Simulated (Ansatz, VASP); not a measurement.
**Two plane-wave programs on ZnGaP**

The input POSCAR:

```
ZnGaP
1.0
    4.0159400000      0.0000000000      0.0000000000
   -2.0079700000      3.4779100000      0.0000000000
    0.0000000000      0.0000000000      4.4042000000
Zn Ga P
1 1 1
Direct
    0.0000000000      0.0000000000      0.5000000000
    0.6666700000      0.3333300000      0.0000000000
    0.3333300000      0.6666700000      0.5000000000
```

File INCAR.step1:

```
ALGO     = Normal         # electronic algorithm
EDIFF    = 1E-5           # SCF threshold, eV
ENCUT    = 520            # plane-wave cutoff, eV
GGA      = PE             # functional
ISIF     = 2              # what is computed and relaxed
ISMEAR   = -1             # smearing method
LASPH    = T              # aspherical terms in the spheres
LCHARG   = F              # write CHGCAR
LREAL    = F              # projectors in reciprocal space
LWAVE    = T              # write WAVECAR
NELM     = 60             # most SCF steps
PREC     = Accurate       # precision mode
SIGMA    = 0.05           # smearing width, eV
```

The input INCAR.step2:

```
AEXX     = 0.25           # exact-exchange fraction
ALGO     = Normal         # electronic algorithm
EDIFF    = 1E-6           # SCF threshold, eV
ENCUT    = 520            # plane-wave cutoff, eV
GGA      = PE             # functional
HFSCREEN = 0.15           # screening, 1/A
ISIF     = 2              # what is computed and relaxed
ISMEAR   = -1             # smearing method
ISTART   = 1            
LASPH    = T              # aspherical terms in the spheres
LCHARG   = F              # write CHGCAR
LHFCALC  = T              # exact exchange
LREAL    = F              # projectors in reciprocal space
LWAVE    = F              # write WAVECAR
NELM     = 60             # most SCF steps
PREC     = Accurate       # precision mode
PRECFOCK = Fast         
SIGMA    = 0.05           # smearing width, eV
```

KPOINTS

```
k-points
0
Gamma
  4 4 3
```

The input input.yaml:

```yaml
crystal:
  lattice:
    - [4.01594, 0.0, 0.0]
    - [-2.00797, 3.47791, 0.0]
    - [0.0, 0.0, 4.4042]
  atoms:
    - { symbol: Zn, position: [0.0, 0.0, 0.5] }
    - { symbol: Ga, position: [0.66667, 0.33333, 0.0] }
    - { symbol: P, position: [0.33333, 0.66667, 0.5] }
hamiltonian:
  xc:
    exchange: pbe
    correlation: pbe
    exx: { coeff: 0.25, omega: 0.15 }
  pseudopotentials: { kind: paw }
kpoints:
  mp_grid: { grid: [4, 4, 3] }
scf:
  occupations: { method: fermi_dirac, width: 0.05 }
output:
  forces: true
  stress: true
  eigenvalues: true
  write_density: true
  write_potential: true
  elf: true
  volumetric_format: npy
```

The cell was built by a generator and needn't be a form met in nature.

Alike in both runs: task single point; functional HSE(alpha, omega); k mesh 4 × 4 × 3; occupations fermi-dirac, width 0.05 eV; no spin polarisation.

```csv
,VASP,Ansatz
version,VASP 6.6.1,Ansatz 0.2.0
potentials or method,"VASP PAW PBE potentials, release 64 (Zn, Ga_d, P)",Ansatz PAW
plane-wave cutoff (eV),520,420
valence electrons in the cell,30,30
```

VASP gave:

```
gap on the k mesh at the Fermi level (eV)       : 0.29
least direct gap on the mesh (eV)               : 2.33
pressure (GPa)                                  : 1.2
largest component of the traceless stress (GPa) : 0.31
```

Task: Estimate Ansatz's values.

Result: gap on the k mesh at the Fermi level (eV): 0.28; least direct gap on the mesh (eV): 2.32; pressure (GPa): 1.2; largest component of the traceless stress (GPa): 0.27.

The functional is the same, so the differences come from potentials, cutoffs and numerics.

Caveats: the k mesh is coarse (spacing up to 0.48 Å⁻¹), so the values aren't converged, least of all with exact exchange; the PAW data sets were made with another functional, which shifts forces and pressure a little (VASP); an odd mesh through Γ misses points on the zone boundary, where band edges often lie (VASP); odd divisions of the mesh miss points on the zone boundary, where band edges often lie, so the gap on the mesh can be too wide (Ansatz); the PAW data sets come from PBE, with cores solved anew for the run's functional, which leaves a small shift of forces and pressure (Ansatz); the thresholds are loose for stress (Ansatz).
